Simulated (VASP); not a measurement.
Computed with PBE GGA, VASP's PBE PAW potentials (set 64) (plane waves; VASP).

Input for VASP

POSCAR:
```
BaHfO3
1
    4.2014504049     0.0000000000     0.0000000000
    0.0000000000     4.2014504049     0.0000000000
    0.0000000000     0.0000000000     4.2014504049
Ba Hf O
1 1 3
Direct
  0.0000000000   0.0000000000   0.0000000000
  0.5000000000   0.5000000000   0.5000000000
  0.5000000000   0.0000000000   0.5000000000
  0.0000000000   0.5000000000   0.5000000000
  0.5000000000   0.5000000000   0.0000000000
```

**KPOINTS**
```
Regular mesh
0
Gamma
  4 4 4
0 0 0
```

INCAR:
```
LREAL = .False.   ! projection in real space or not
SIGMA = 0.05
ISMEAR = 0   ! Gaussian
LASPH = .True.   ! aspherical one-centre terms
LWAVE = .True.
LCHARG = .False.
ALGO = Normal   ! blocked Davidson
LMAXMIX = 6
EDIFF = 1E-6
GGA = PE   ! PBE
SYSTEM = BaHfO3
PREC = Accurate
ENCUT = 520   ! plane-wave cut-off (eV)
NELM = 100
```

POTCAR, in this order: Ba_sv Hf_pv O (PBE.64 set). Program: vasp_std.

The run wrote:

**OSZICAR**
```
       N       E                     dE             d eps       ncg     rms          rms(c)
DAV:   1     0.232483559017E+03    0.23248E+03   -0.21602E+04   460   0.161E+03
DAV:   2    -0.378768783270E+02   -0.27036E+03   -0.26486E+03   590   0.350E+02
DAV:   3    -0.503820131927E+02   -0.12505E+02   -0.12484E+02   582   0.754E+01
DAV:   4    -0.506106890783E+02   -0.22868E+00   -0.22852E+00   639   0.931E+00
DAV:   5    -0.506151056122E+02   -0.44165E-02   -0.44161E-02   627   0.926E-01    0.571E+01
DAV:   6    -0.436985670089E+02    0.69165E+01   -0.43465E+01   544   0.379E+01    0.513E+01
DAV:   7    -0.435808276329E+02    0.11774E+00   -0.23920E+00   581   0.101E+01    0.332E+01
DAV:   8    -0.435656460437E+02    0.15182E-01   -0.36444E-01   566   0.505E+00    0.553E+00
DAV:   9    -0.435489778778E+02    0.16668E-01   -0.10467E-01   579   0.202E+00    0.146E+00
DAV:  10    -0.435489011156E+02    0.76762E-04   -0.99634E-03   587   0.667E-01    0.568E-01
DAV:  11    -0.435487552857E+02    0.14583E-03   -0.79319E-04   572   0.190E-01    0.164E-01
DAV:  12    -0.435487935297E+02   -0.38244E-04   -0.84372E-05   652   0.643E-02    0.147E-01
DAV:  13    -0.435487974693E+02   -0.39395E-05   -0.11234E-05   574   0.227E-02    0.692E-03
DAV:  14    -0.435487975352E+02   -0.65947E-07   -0.68388E-07   391   0.627E-03
   1 F= -.43548798E+02 E0= -.43548798E+02  d E =-.103536E-10
```

**OUTCAR**
```
------------------------ aborting loop because EDIFF is reached ----------------------------------------
  FORCE on cell =-STRESS in cart. coord.  units (eV):
  Direction    XX          YY          ZZ          XY          YZ          ZX
  --------------------------------------------------------------------------------------
  Total       -0.0032662     -0.0032662     -0.0032662     -0.0000000      0.0000000     -0.0000000
  in kB       -0.0705605     -0.0705605     -0.0705605     -0.0000000      0.0000000     -0.0000000
  external PRESSURE =      -0.0705605 kB  Pullay stress =       0.0000000 kB
  volume of cell :       74.16
      direct lattice vectors                 reciprocal lattice vectors
     4.201450405  0.000000000  0.000000000     0.238013044  0.000000000  0.000000000
     0.000000000  4.201450405  0.000000000     0.000000000  0.238013044  0.000000000
     0.000000000  0.000000000  4.201450405     0.000000000  0.000000000  0.238013044
 POSITION                                       TOTAL-FORCE (eV/Angst)
 -----------------------------------------------------------------------------------
      0.00000      0.00000      0.00000         0.000000      0.000000      0.000000
      2.10073      2.10073      2.10073         0.000000      0.000000      0.000000
      2.10073      0.00000      2.10073         0.000000      0.000000      0.000000
      0.00000      2.10073      2.10073         0.000000      0.000000      0.000000
      2.10073      2.10073      0.00000         0.000000      0.000000      0.000000
 -----------------------------------------------------------------------------------
    total drift:                                0.000000     -0.000000     -0.000000
  FREE ENERGIE OF THE ION-ELECTRON SYSTEM (eV)
  ---------------------------------------------------
  free  energy   TOTEN  =       -43.5487975352 eV

  energy  without entropy=      -43.5487975352  energy(sigma->0) =      -43.54879754
```
(Selected blocks of OUTCAR.)

The compound is BaHfO3 in the cubic perovskite structure. It was relaxed first.
